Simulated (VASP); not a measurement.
Input:

```
CELL_PARAMETERS angstrom
     -1.80185     1.80185     1.80185
      1.80185    -1.80185     1.80185
      1.80185     1.80185    -1.80185
ATOMIC_POSITIONS crystal
  Hg 0.00000 0.00000 0.00000
```

Computed with r2SCAN meta-GGA, VASP's PBE PAW potentials (set 64) (plane waves; VASP). Run with 400 eV cut-off, 13×13×13 Γ-centred mesh, first-order Methfessel-Paxton smearing of 0.10 eV, potentials Hg.

Energy and stress use the plane-wave basis of the starting cell.

### Question
The ions, cell shape and volume are relaxed. Which structure does the run end with?

### Answer

```
CELL_PARAMETERS angstrom
     -1.87929     1.87929     1.87929
      1.87929    -1.87929     1.87929
      1.87929     1.87929    -1.87929
ATOMIC_POSITIONS crystal
  Hg 0.00000 0.00000 0.00000
```
Space group Im-3m (229), at a tolerance of 0.03 Å.

### Question
How do energy and volume change from the first to the last step?

### Answer
The energy (σ→0) changes by -45.4 meV/atom and the volume by +13.5 %, in 3 ionic steps.

The structure was generated: Hg was put into the bcc type (Im-3m), which need not be its known phase. This run relaxes it. Symmetry was kept, so distortions that lower it aren't found.
